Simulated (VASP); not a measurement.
Energy against volume of Ti (hcp). Computed with MS2 meta-GGA, VASP's PBE PAW potentials (set 64) (plane waves; VASP 6.6.1). Run with 520 eV cut-off, 14×14×8 Γ-centred mesh, first-order Methfessel-Paxton smearing of 0.10 eV, potentials Ti_sv.

Shape and ions are relaxed at each volume.

```json
[
 {"V (Å³/atom)": "16.658", "E (eV/atom)": "-12.60341"},
 {"V (Å³/atom)": "17.174", "E (eV/atom)": "-12.61028"},
 {"V (Å³/atom)": "17.689", "E (eV/atom)": "-12.60522"},
 {"V (Å³/atom)": "18.204", "E (eV/atom)": "-12.58975"}
]
```

Problem. Fit these four points and predict the energy of the run at 16.143 Å³/atom.

Solution. A cubic in V^(−2/3), the third-order Birch-Murnaghan form, passes through the four points with V0 = 17.20 Å³/atom and B0 = 123 GPa, and gives -12.5829 eV/atom there. The run gave -12.5830 eV/atom, -0.1 meV/atom from the fit; all five points give B0 = 122 GPa.

The compound is Ti in the hcp structure. It was relaxed first.
